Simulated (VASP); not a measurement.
A VASP calculation is set up with these files.

### POSCAR
```
CaGaGeH
1
    4.1183864037    -0.0000000000     0.0000000000
   -2.0591932019     3.5666276770     0.0000000000
    0.0000000000    -0.0000000000     4.5949705273
Ca Ga Ge H
1 1 1 1
Direct
  0.3333330000   0.6666670000   0.9969263730
  0.0000000000   0.0000000000   0.5607077668
  0.6666670000   0.3333330000   0.4214902966
  0.0000000000   0.0000000000   0.9396755636
```

INCAR:
```
! general
SYSTEM   =  CaGaGeH
PREC     =  Accurate
ENCUT    =  400   ! plane-wave cut-off (eV)
LREAL    =  .False.
LASPH    =  .True.

! electronic loop
EDIFF    =  1E-6   ! SCF stop (eV)
NELM     =  100
ALGO     =  Normal   ! blocked Davidson
LMAXMIX  =  4

! smearing
ISMEAR   =  0
SIGMA    =  0.05

! functional
GGA      =  PS

! ions
IBRION   =  2   ! conjugate gradients
NSW      =  60
ISIF     =  3   ! ions, shape and volume
EDIFFG   =  -0.02   ! ionic stop

! output
LWAVE    =  .False.
LCHARG   =  .False.
```

### KPOINTS
```
Automatic mesh
0
Gamma
6 6 5
0 0 0
```

POTCAR, in this order: Ca_sv Ga_d Ge_d H (PBE.64 set). Program: vasp_std.

Task: Write an equivalent input for Quantum ESPRESSO's pw.x.

Result: One equivalent input (not run):
```
&CONTROL
  calculation = 'vc-relax'
  pseudo_dir = './pseudo'
  outdir = './out'
  tprnfor = .true.
  tstress = .true.
  nstep = 60
  forc_conv_thr = 0.00078
/
&SYSTEM
  ibrav = 0
  nat = 4
  ntyp = 4
  ecutwfc = 80
  occupations = 'smearing'
  smearing = 'gaussian'
  degauss = 0.003675
  input_dft = 'pbesol'
/
&ELECTRONS
  conv_thr = 7.3e-08
  electron_maxstep = 100
/
&IONS
/
&CELL
/
ATOMIC_SPECIES
  Ca 40.078 Ca.upf
  Ga 69.723 Ga.upf
  Ge 72.630 Ge.upf
  H 1.008 H.upf
CELL_PARAMETERS angstrom
     4.1183864   -0.0000000    0.0000000
    -2.0591932    3.5666277    0.0000000
     0.0000000   -0.0000000    4.5949705
ATOMIC_POSITIONS crystal
  Ca   0.3333330  0.6666670  0.9969264
  Ga   0.0000000  0.0000000  0.5607078
  Ge   0.6666670  0.3333330  0.4214903
  H    0.0000000  0.0000000  0.9396756
K_POINTS automatic
  6 6 5 0 0 0
```
The two are equivalent in intent, not identical: the potentials are each code's own (VASP's PAW set, PseudoDojo norm-conserving files in pw.x), so ENCUT and ecutwfc are chosen apart and not converted; conv_thr bounds pw.x's estimated SCF error, while EDIFF bounds the energy change between steps; forc_conv_thr acts on force components and is met together with etot_conv_thr.

The structure comes from a computed database's CaGaGeH entry (P3m1); how it stands against other phases isn't given here. This run relaxes it. Symmetry was kept, so distortions that lower it aren't found. The start is the result of an earlier pass.
